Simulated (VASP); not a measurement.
PtSe2:

```
CELL_PARAMETERS angstrom
3.72400 0.00000 0.00000
-1.86200 3.22508 0.00000
0.00000 0.00000 5.06200
ATOMIC_POSITIONS crystal
Pt 0.00000 0.00000 0.00000
Se 0.33333 0.66667 0.25000
Se 0.66667 0.33333 0.75000
```

| Item | Value |
| --- | --- |
| Program | VASP 6.6.1 |
| Task | relaxation of cell and atoms |
| Functional | PBEsol |
| Potentials or basis | VASP PAW PBE potentials, release 64 (Pt, Se) |
| Cutoff | 520 eV |
| k mesh | 9 × 9 × 6 |
| Occupations | gaussian, width 0.02 eV |
| Spin | no spin polarisation |

At the start: pressure 2.2 GPa; volume 20.27 Å³/atom.

Problem. Where does the relaxation end?

Solution. Over 13 steps the energy falls by 6.6 meV/atom and the volume is 19.87 Å³/atom (-2.0 %); space group P-3m1 (No. 164, to 0.05 Å).

Step by step:
| step | energy change (eV) | largest force (eV/Å) | pressure (GPa) | volume (Å³) |
| --- | --- | --- | --- | --- |
| 1 | 0.0000 | 0.3399 | 2.22 | 60.80 |
| 2 | 0.0150 | 0.2948 | -4.00 | 63.29 |
| 3 | -0.0089 | 0.0863 | -0.29 | 61.72 |
| 4 | -0.0106 | 0.0809 | -0.28 | 61.53 |
| 5 | -0.0149 | 0.0635 | -0.20 | 60.95 |
| 6 | -0.0197 | 0.0201 | 0.07 | 59.79 |
| 7 | -0.0198 | 0.0073 | 0.16 | 59.50 |
| 8 | -0.0198 | 0.0096 | 0.14 | 59.55 |
| 9 | -0.0189 | 0.0787 | -0.81 | 59.87 |
| 10 | -0.0199 | 0.0035 | 0.00 | 59.60 |
| 11 | -0.0199 | 0.0035 | 0.00 | 59.60 |
| 12 | -0.0199 | 0.0038 | 0.00 | 59.60 |
| 13 | -0.0199 | 0.0005 | -0.01 | 59.60 |

Final structure:
```
CELL_PARAMETERS angstrom
3.75851 0.00000 0.00000
-1.87926 3.25497 0.00000
0.00000 0.00000 4.87197
ATOMIC_POSITIONS crystal
Pt 0.00000 0.00000 0.00000
Se 0.33333 0.66667 0.26088
Se 0.66667 0.33333 0.73912
```

Caveat: the PAW data sets were made with another functional, which shifts forces and pressure a little.
